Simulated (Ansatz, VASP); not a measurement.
# Ge2P4W (WGe2P4 bilayer, AB) in two plane-wave programs

Aim: how closely do two programs agree when they are given the same cell, functional and k mesh? The structure shown is the start of the Ansatz relaxation below; VASP solves that cell, so the two are compared at the walk's first step.

Main program and level: Ansatz 0.2.0; plane waves, with VASP 6.6.1 beside it; single point at PBE with D4.

**1. The structure**

The cell holds 14 atoms: 8 P, 4 Ge and 2 W. Cell: a = 3.580 Å, b = 3.580 Å, c = 72.396 Å, α = 90.0°, β = 90.0°, γ = 120.0°. Vacuum lies along c.

**2. Ansatz: relaxation, PBE with D4**

Ansatz runs on its default PAW (the set named soft_2) files.

The two programs are compared at the cell with which this relaxation starts, whose forces are those of its first step.

input.yaml

```yaml
crystal:
  lattice:
    - [3.58, 0.0, 0.0]
    - [-1.79, 3.1003709455, 0.0]
    - [0.0, 0.0, 72.3964326008]
  atoms:
    - { symbol: P, position: [0.0, 0.0, 0.3570617926] }
    - { symbol: Ge, position: [0.3333333333, 0.6666666667, 0.367470721] }
    - { symbol: P, position: [0.3333333333, 0.6666666667, 0.3978589587] }
    - { symbol: W, position: [0.0, 0.0, 0.417480628] }
    - { symbol: P, position: [0.3333333333, 0.6666666667, 0.4371022974] }
    - { symbol: Ge, position: [0.3333333333, 0.6666666667, 0.4674905351] }
    - { symbol: P, position: [0.0, 0.0, 0.4778994635] }
    - { symbol: P, position: [0.3333333333, 0.6666666667, 0.5221005365] }
    - { symbol: Ge, position: [0.6666666667, 0.3333333333, 0.5325094649] }
    - { symbol: P, position: [0.6666666667, 0.3333333333, 0.5628977026] }
    - { symbol: W, position: [0.3333333333, 0.6666666667, 0.582519372] }
    - { symbol: P, position: [0.6666666667, 0.3333333333, 0.6021410413] }
    - { symbol: Ge, position: [0.6666666667, 0.3333333333, 0.632529279] }
    - { symbol: P, position: [0.3333333333, 0.6666666667, 0.6429382074] }
  periodic: [true, true, false]
kpoints:
  mp_grid: { grid: [12, 12, 1] }
hamiltonian:
  xc: pbe
  dispersion: d4
scf:
  occupations: { method: fermi_dirac, width: 0.05 }
  convergence: { dr2_threshold: 1.0e-09 }
relax:
  f_tol: 0.004
  max_steps: 90
  cell: {}
output:
  write_potential: true
  write_density: true
  volumetric_format: npy
```

Run with:

```console
> ansatz run input.yaml --threads 4 --pin off --max-ram 12288MiB --backend cpu --events-out ev --progress --plain --runs-dir out
```

Numbers of over 12 decimals in the logs are rounded to 6 here.

The log of the run:

```text
Warning: relax.cell: scf.convergence.dr2_threshold = 1e-9 eV is looser than the 1.48577218065e-10 eV advised for a relaxation that steers and ends on the stress (1e-10 eV for each atom of the cell: 14, times the square of relax.cell.stress_2d_tol = 0.05 N/m over 30.7 Å (the atoms' height at the walk's start and 5 Å past either face), 1.629e-2 GPa, over a crystal's default 0.05). What an SCF threshold leaves in a stress goes as its square root, and in the free energy as the threshold itself, and one threshold admits the most on a small cell: [figures from the program's tests cut] Set scf.convergence.dr2_threshold to 1.48577218065e-10 eV or tighter. [rest of the remark cut]
Engine: ansatz 0.2.0, x86_64-unknown-linux-gnu
Pseudopotentials: kind: paw
Pseudopotential: P, paw, valence charge 5, recommended cutoff 420 eV (normal), P.paw.azcp
Pseudopotential: Ge, paw, valence charge 14, recommended cutoff 420 eV (normal), Ge.paw.azcp
Pseudopotential: W, paw, valence charge 14, recommended cutoff 420 eV (normal), W.paw.azcp
Functional definition: PBE
  parameter kappa = 0.804
  parameter beta = 0.066725
  exchange = pbe_x(kappa = kappa, mu = beta*pi^2/3)
  correlation = pbe_c(beta = beta)
Crystal: 14 atoms, lattice volume = 803.552 Å³
Basis set: ecut = 420 eV, 15439 PW (Γ), exchange–correlation on 48×48×972 points (8 copies of the dense FFT grid, shifted against one another)
Bands: 76, of which v1, the nominal top of the filled ones, is band 62 counted from 1 (61 counted from 0)
Symmetry: 6 space group operations
Space group: P3m1 (ITA 156), of the structure as read, at distance tolerance 9.3e-5 Å
k-points: 19 of 144 (time reversal used)
Non-local potential: P, projectors of the file, l = 0: 2, l = 1: 2, l = 2: 2
Non-local potential: Ge, projectors of the file, l = 0: 2, l = 1: 2, l = 2: 3, l = 3: 1
Non-local potential: W, projectors of the file, l = 0: 3, l = 1: 2, l = 2: 2, l = 3: 1
PAW form: soft (Blöchl's): semilocal exchange-correlation on the pseudo side does not see the compensation charge
PAW one-centre angular grid: P, 110 points (default); XC on 64 Gauss nodes
PAW one-centre angular grid: Ge, 590 points (default); XC on 64 Gauss nodes
PAW one-centre angular grid: W, 590 points (default); XC on 64 Gauss nodes
Initial density: superposition of atomic densities (neutral atoms: chi_scale 0, normalization atom), corrected by the library's trained network
Initial wavefunctions: pseudopotential atomic-orbital guess
Functional: x = pbe(κ = 0.804, μ = 0.219515), c = pbe(β = 0.066725)
SCF iter   1: F=—  HF=-43999.710370 eV  |F-HF|=—  |Δ(HF+E_count)|=         —  Δρ=4.02e-3  dr2=1.62e0  ethr=1.77e-3  ⟨swp⟩=12.3  Hψ=9194  notcnv=0  defer=17
preconditioner: auto → LDOS  [metal: Δε(μ)=0.026 eV  Ē_g=8.233 eV  σ=0.050 eV  W_gap=0.13  n_scr=46 (ndim 8)  ℏωp=10.8 eV  f_vac=0.662  D(μ)=0.76/eV (n_scr^D=8)  β→1.0]
SCF iter   2: F=—  HF=-44005.612649 eV  |F-HF|=—  |Δ(HF+E_count)|=    5.90e0  Δρ=2.82e-2  dr2=2.04e2  ethr=1.31e-3  ⟨swp⟩=8.3  Hψ=3917  notcnv=0  defer=77  recentre
SCF iter   3: F=—  HF=-43999.633989 eV  |F-HF|=—  |Δ(HF+E_count)|=    5.98e0  Δρ=2.81e-3  dr2=8.80e-1  ethr=1.31e-3  ⟨swp⟩=6.1  Hψ=3356  notcnv=0  defer=84
SCF iter   4: F=—  HF=-43999.562109 eV  |F-HF|=—  |Δ(HF+E_count)|=   7.19e-2  Δρ=1.50e-3  dr2=1.88e-1  ethr=7.10e-4  ⟨swp⟩=3.9  Hψ=2272  notcnv=0  defer=74
SCF iter   5: F=—  HF=-43999.542557 eV  |F-HF|=—  |Δ(HF+E_count)|=   1.96e-2  Δρ=6.69e-4  dr2=1.89e-2  ethr=1.51e-4  ⟨swp⟩=3.8  Hψ=2580  notcnv=0  defer=74
SCF iter   6: F=—  HF=-43999.540235 eV  |F-HF|=—  |Δ(HF+E_count)|=   2.32e-3  Δρ=3.90e-4  dr2=1.96e-3  ethr=1.52e-5  ⟨swp⟩=2.9  Hψ=2131  notcnv=0  defer=74
SCF iter   7: F=—  HF=-43999.540393 eV  |F-HF|=—  |Δ(HF+E_count)|=   1.58e-4  Δρ=2.15e-4  dr2=1.55e-3  ethr=1.58e-6  ⟨swp⟩=2.9  Hψ=2838  notcnv=0  defer=74
SCF iter   8: F=—  HF=-43999.540203 eV  |F-HF|=—  |Δ(HF+E_count)|=   1.90e-4  Δρ=8.00e-5  dr2=2.92e-4  ethr=1.25e-6  ⟨swp⟩=2.4  Hψ=1941  notcnv=0  defer=74
SCF iter   9: F=—  HF=-43999.540179 eV  |F-HF|=—  |Δ(HF+E_count)|=   2.41e-5  Δρ=4.32e-5  dr2=1.08e-4  ethr=2.36e-7  ⟨swp⟩=3.1  Hψ=2474  notcnv=0  defer=74
SCF iter  10: F=—  HF=-43999.540189 eV  |F-HF|=—  |Δ(HF+E_count)|=   1.00e-5  Δρ=3.22e-5  dr2=6.72e-5  ethr=8.68e-8  ⟨swp⟩=2.7  Hψ=2053  notcnv=0  defer=74
SCF iter  11: F=—  HF=-43999.540061 eV  |F-HF|=—  |Δ(HF+E_count)|=   1.28e-4  Δρ=1.02e-5  dr2=1.29e-6  ethr=5.42e-8  ⟨swp⟩=2.5  Hψ=1902  notcnv=0  defer=74
[...]
WARN: The output density's exchange-correlation potential varies sharply where the density is thin. Do not read a vacuum level from v_tot or v_xc, or from such a field of the output density. On a cell that repeats whose density bears no net charge and no dipole along the vacuum's axis use v_es (v_loc + v_h of the components); under efield.dipole_correction with no amplitude use v_es + v_field, which holds any externa [...]
SCF converged after 7 iterations
Free energy (F): -44002.319609 eV
Harris-Foulkes:  -44002.319609 eV  (|F-HF|=7.06e-10)
Internal energy: -44002.318503 eV  (E = F + TS)
E sigma→0 (E₀):  -44002.319056 eV
Entropy (-TS):   -0.001107 eV (-0.079 meV/atom)
Fermi energy:    -4.847444 eV
--- Per-component energies (eV) ---
  E_band       = -2754.218251
  E_kinetic    = 1914.708163
  E_local      = -1322778.024484  (includes V_loc(G=0)·N_el)
  E_nonlocal   = 1952.778502
  E_hartree    = 659475.249838
  E_xc         = -1330.078516
  E_vxc        = -1224.921905  (∫ρ·V_xc dr)
  E_paw        = -29763.734852  (= ΣΔE_a)
  E_vpaw       = -1569.246278  (= ΣTr[D̂ρ^β])
  E_aug_tail   = 0.001126  (compensation charges beyond the density's cutoff)
  E_ewald      = 646532.344241
  E_disp       = -5.562521  (pairwise vdW)
  E_smearing   = -0.001107  (= −TS)
  E_closure    = 0.000000  (closes the sum)
  Σ components = -44002.319609   (vs F -44002.319609, Δ=0.00e0)
--- Forces (eV/Å), atoms counted from 1 ---
  atom   1  P      0.00000000    -0.00000000     0.00005917
  atom   2  Ge    -0.00000000    -0.00000000     0.00004029
  atom   3  P      0.00000000    -0.00000000    -0.00036420
  atom   4  W     -0.00000000    -0.00000000    -0.00011498
  atom   5  P      0.00000000    -0.00000000     0.00064665
  atom   6  Ge     0.00000000    -0.00000000    -0.00099566
  atom   7  P      0.00000000    -0.00000000     0.00069324
  atom   8  P      0.00000000    -0.00000000     0.00035555
  atom   9  Ge    -0.00000000     0.00000000    -0.00009900
  atom  10  P      0.00000000    -0.00000000    -0.00096544
  atom  11  W      0.00000000    -0.00000000     0.00046855
  atom  12  P      0.00000000    -0.00000000     0.00039650
  atom  13  Ge    -0.00000000    -0.00000000    -0.00005945
  atom  14  P      0.00000000    -0.00000000    -0.00005834
  max |Σ_I F_I| component: 2.88e-6 eV/Å
--- 2D stress c σ (N/m, compression-positive) ---
       -0.021075      -0.000000      -0.000000
       -0.000000      -0.021075      -0.000000
       -0.000000      -0.000000      -0.000000
  P = ½ c Tr σ = -0.0211 N/m
--- Band table (eV; the first three rows and the last of 19) ---
  k-point 0: bands = [... 58 lower, -5.6648, -5.6648, -5.5721, -4.9558, -2.5218, -2.5218, -2.4550, -2.4550, ... 10 higher]
  k-point 1: bands = [... 58 lower, -5.9043, -5.8625, -5.5257, -5.0624, -2.7496, -2.6868, -2.5846, -2.4379, ... 10 higher]
  k-point 2: bands = [... 58 lower, -6.3041, -6.0184, -5.6822, -5.4442, -3.2327, -3.0976, -3.0409, -2.7613, ... 10 higher]
  k-point 18: bands = [... 58 lower, -6.4702, -6.4094, -5.4104, -5.3386, -4.7114, -4.6539, -4.1643, -4.0474, ... 10 higher]
  the weakly bound empty levels are not read free of the cell's end (no_gap_told)
--- Relaxed structure (8 steps of the walk, 8 accepted, 1 SCFs on fresh bases) ---
  F+E_penalty+E_count = -44002.31960911 eV   max|allowed force component| = 9.959e-4 eV/Å   (the final SCF, on the basis selected at the relaxed cell)
  cell:  # Å, volume = 766.4846 Å³
    - [3.496454, 0, 0]
    - [-1.748227, 3.028018, 0]
    - [0, 0, 72.3964326008]
  atoms:
    - { symbol: P, position: [3.7919096049512484e-17, -9.505482580071987e-18, 0.346936] }
    - { symbol: Ge, position: [0.333333, 0.666667, 0.362249] }
    - { symbol: P, position: [0.333333, 0.666667, 0.394279] }
    - { symbol: W, position: [4.059822233181413e-17, -4.147230015468693e-18, 0.413555] }
    - { symbol: P, position: [0.333333, 0.666667, 0.432837] }
    - { symbol: Ge, position: [0.333333, 0.666667, 0.464853] }
    - { symbol: P, position: [4.328076949760687e-17, 1.2178643161167883e-18, 0.480183] }
    - { symbol: P, position: [0.333333, 0.666667, 0.519854] }
    - { symbol: Ge, position: [0.666667, 0.333333, 0.535136] }
    - { symbol: P, position: [0.666667, 0.333333, 0.567165] }
    - { symbol: W, position: [0.333333, 0.666667, 0.586438] }
    - { symbol: P, position: [0.666667, 0.333333, 0.605714] }
    - { symbol: Ge, position: [0.666667, 0.333333, 0.637744] }
    - { symbol: P, position: [0.333333, 0.666667, 0.653058] }
```

(Part 1 of 2 ends here.)

[Lines on the potential files, build, host, timing and source positions are cut from VASP's logs without a mark.]

[Logs are printed without paths, hosts, clocks, repeated set-up lines and the standing remarks that a program may print on its own settings, such as how far it seeks lower states.]

[Hosts, paths, dates, database ids (printed as entryN), source tags and the programs' standing remarks are cut or masked in the printed files.]
